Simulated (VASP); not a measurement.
The cell holds one MgO (rock salt) (100) slab, with vacuum along c, ions free to move until forces fall under 0.03 eV/Å, no reconstruction beyond this cell, dipole correction on. Ionisation potential and electron affinity count from the cell's own band edges, surface states included.

Consider the following.

```xyz
12
Lattice="2.9661 0.0000 0.0000 0.0000 2.9661 0.0000 0.0000 0.0000 27.5293" Properties=species:S:1:pos:R:3 pbc="T T T"
O      0.0000     1.4830     8.4957
O      0.0000     1.4830    12.7149
O      1.4830     0.0000    10.6217
O      2.9661     1.4830    16.9076
O      1.4830     0.0000    14.8144
O      1.4830     0.0000    19.0336
Mg     1.4830     0.0000     8.5412
Mg     0.0000     1.4830    10.6145
Mg     1.4830     2.9661    12.7169
Mg     0.0000     1.4830    14.8124
Mg     1.4830     0.0000    16.9148
Mg     0.0000     1.4830    18.9881
```

Method: r2SCAN meta-GGA, VASP's PBE PAW potentials (set 64) (plane waves; VASP). Numerical set-up: 450 eV cut-off, 7×7×1 Γ-centred mesh, Gaussian smearing of 0.050 eV, potentials O Mg.

Slab and bulk use different k-meshes, so the surface energy is good to a few per cent at best.

**Question.** Predict its surface energy, ionisation potential, electron affinity, band gap (on the k-mesh).

**Answer.** 
The surface energy is 69 meV/Å^2 and the ionisation potential comes out as 5.46 eV. The electron affinity is 1.12 eV and the band gap (on the k-mesh) is 4.34 eV.

The cell is a thin slab with vacuum, built from MgO (rock salt): (100) face.
